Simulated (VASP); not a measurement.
Data:

```yaml
crystal:
  lattice:
    - [-2.26515, 2.26515, 5.61863]
    - [2.26515, -2.26515, 5.61863]
    - [2.26515, 2.26515, -5.61863]
  atoms:
    - { symbol: Ba, position: [0.00000, 0.00000, 0.00000] }
    - { symbol: Al, position: [0.75000, 0.25000, 0.50000] }
    - { symbol: Al, position: [0.25000, 0.75000, 0.50000] }
    - { symbol: Al, position: [0.38149, 0.38149, 0.00000] }
    - { symbol: Al, position: [0.61851, 0.61851, 0.00000] }
```

Computed with PBEsol GGA, VASP's PBE PAW potentials (set 64) (plane waves; VASP). Run with 400 eV cut-off, Gaussian smearing of 0.050 eV, potentials Ba_sv Al.

Question: Give the energies of bands 5 to 14 at the high-symmetry points, in eV from the Fermi level.

Answer: 
| band | Γ | X | P | N | M | S | R |
|---|---|---|---|---|---|---|---|
| 5 | -8.96 | -6.37 | -6.31 | -7.05 | -8.08 | -7.23 | -6.28 |
| 6 | -4.18 | -5.47 | -5.30 | -6.88 | -6.59 | -6.53 | -6.22 |
| 7 | -4.11 | -5.10 | -5.30 | -3.78 | -2.32 | -4.67 | -5.02 |
| 8 | -2.34 | -5.08 | -5.24 | -3.41 | -2.06 | -1.97 | -4.13 |
| 9 | -2.34 | -3.01 | -2.68 | -1.43 | -2.06 | -1.57 | -3.04 |
| 10 | -1.59 | -1.95 | -1.70 | -0.47 | -0.44 | -1.27 | -1.85 |
| 11 | -0.63 | -1.50 | -1.70 | -0.43 | -0.28 | -0.10 | -1.61 |
| 12 | 0.70 | 1.08 | 0.04 | -0.24 | 0.85 | 0.12 | 0.93 |
| 13 | 0.70 | 1.96 | 2.64 | 1.00 | 0.85 | 0.85 | 2.06 |
| 14 | 0.99 | 2.17 | 2.64 | 1.03 | 1.82 | 1.44 | 2.07 |

It has no gap at this level: it comes out as a metal or semimetal.

The compound is BaAl4 in the sg139 structure. It was relaxed first.
